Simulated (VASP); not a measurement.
VASP ran on this input.

File KPOINTS:
```
K-points
0
G
 14 14 14
0 0 0
```

### POSCAR
```
Mo
1
   -1.6065000000     1.6065000000     1.6065000000
    1.6065000000    -1.6065000000     1.6065000000
    1.6065000000     1.6065000000    -1.6065000000
Mo
1
Direct
  0.0000000000   0.0000000000   0.0000000000
```

INCAR:
```
ALGO  =  Normal
EDIFF  =  1E-6
ENCUT  =  400
GGA  =  PE
ISIF  =  2
ISMEAR  =  1
LASPH  =  .True.
LCHARG  =  .False.
LMAXMIX  =  4
LREAL  =  .False.
LWAVE  =  .False.
NELM  =  100
PREC  =  Accurate
SIGMA  =  0.1
SYSTEM  =  Mo
```

POTCAR, in this order: Mo_sv (PBE.64 set). Program: vasp_std.

Question: Translate this PBE calculation to Quantum ESPRESSO's pw.x.

Answer: One equivalent input (not run):
```
&CONTROL
  calculation = 'scf'
  pseudo_dir = './pseudo'
  outdir = './out'
  tprnfor = .true.
  tstress = .true.
/
&SYSTEM
  ibrav = 0
  nat = 1
  ntyp = 1
  ecutwfc = 80
  occupations = 'smearing'
  smearing = 'methfessel-paxton'
  degauss = 0.00735
  input_dft = 'pbe'
/
&ELECTRONS
  conv_thr = 7.3e-08
  electron_maxstep = 100
/
ATOMIC_SPECIES
  Mo 95.950 Mo.upf
CELL_PARAMETERS angstrom
    -1.6065000    1.6065000    1.6065000
     1.6065000   -1.6065000    1.6065000
     1.6065000    1.6065000   -1.6065000
ATOMIC_POSITIONS crystal
  Mo   0.0000000  0.0000000  0.0000000
K_POINTS automatic
  14 14 14 0 0 0
```
The two are equivalent in intent, not identical: the potentials are each code's own (VASP's PAW set, PseudoDojo norm-conserving files in pw.x), so ENCUT and ecutwfc are chosen apart and not converted; conv_thr bounds pw.x's estimated SCF error, while EDIFF bounds the energy change between steps.

The compound is Mo in the bcc structure. The cell was not relaxed at this level.
